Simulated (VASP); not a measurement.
A run of VASP 6.6.1 is set up as follows.

Contents of INCAR:

```
SYSTEM = GeH3CBrF2
PREC = Accurate ; ENCUT = 520
EDIFF = 1E-7 ; ISMEAR = 0
SIGMA = 0.01 ; LREAL = .FALSE.
LASPH = .TRUE. ; NELM = 100
ALGO = Normal ; ISIF = 2
LWAVE = .FALSE. ; LCHARG = .TRUE.
GGA = PE ; LELF = .TRUE.
LVHAR = .TRUE. ; LVACPOTAV = .TRUE.
NBANDS = 31
```

KPOINTS

```
Automatic mesh
0
G
  1 1 1
  0 0 0
```

File POSCAR:

```
GeH3CBrF2
1.0
   13.0000000000      0.0000000000      0.0000000000
    0.0000000000     13.0000000000      0.0000000000
    0.0000000000      0.0000000000     13.0000000000
C Ge F Br H
1 1 2 1 3
Direct
    0.4506846200      0.4261038500      0.5794807700
    0.5048846200      0.5020423100      0.4651653800
    0.6282384600      0.5432346200      0.4898576900
    0.5172692300      0.4246730800      0.3584730800
    0.4122384600      0.6422884600      0.4168576900
    0.3737615400      0.3987423100      0.5606269200
    0.4473000000      0.4759500000      0.6467576900
    0.5012000000      0.3609423100      0.5947653800
```

Potentials or basis: VASP PAW PBE potentials, release 64 (C, Ge_d, F, Br, H).

The run is started by

```console
$ cat potpaw_PBE.64/C/POTCAR potpaw_PBE.64/Ge_d/POTCAR potpaw_PBE.64/F/POTCAR potpaw_PBE.64/Br/POTCAR potpaw_PBE.64/H/POTCAR > POTCAR
$ mpirun -np 1 vasp_gam > vasp.out
```

Task: What does it give for the gap between the frontier levels?

Result: 5.50 eV.

Task: Predict the largest force.

Result: 0.795 eV/Å.

Forces in eV/Å, atoms in the order of the input:
```
C   -0.017 -0.070  0.080
Ge  -0.595  0.095  0.420
F    0.747  0.233  0.143
F    0.089 -0.468 -0.636
Br  -0.176  0.280 -0.106
H   -0.189 -0.056 -0.073
H    0.002  0.143  0.150
H    0.139 -0.158  0.023
```

Expect the measured gap to be larger: semilocal functionals such as PBE lack the derivative discontinuity.
